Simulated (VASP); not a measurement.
Input:

```
CaCd2P2
1.0
    4.20215     0.00000     0.00000
   -2.10107     3.63917     0.00000
    0.00000     0.00000     6.82827
Ca Cd P
1 2 2
Cartesian
  4.20215   0.00000   0.00000
  0.00000   2.42611   4.35850
  2.10108   1.21305   2.46978
  2.10108   1.21305   5.21366
  0.00000   2.42611   1.61461
```

These are LDA (Ceperley-Alder, Perdew-Zunger), VASP's LDA PAW potentials (set 64) (plane waves; VASP) values and carry that method's errors. Numerical set-up: 400 eV cut-off, 14×14×8 Γ-centred mesh, Gaussian smearing of 0.010 eV, potentials Ca_sv Cd P.

Task: The job: CaCd2P2 (space group P-3m1), 5 atoms, LDA, optics run with many empty bands, 400 eV, 14×14×8 Γ-centred mesh. Roughly how much core time does it take on a busy server core?

Result: About 10 core-minutes (one run on a shared machine, a rough figure). It had 168 irreducible k-points, 78 bands, up to 1914 plane waves and 14 electronic steps.

The structure comes from a computed database's CaCd2P2 entry (P-3m1); how it stands against other phases isn't given here. It was relaxed first, which changed the volume by -7 %.
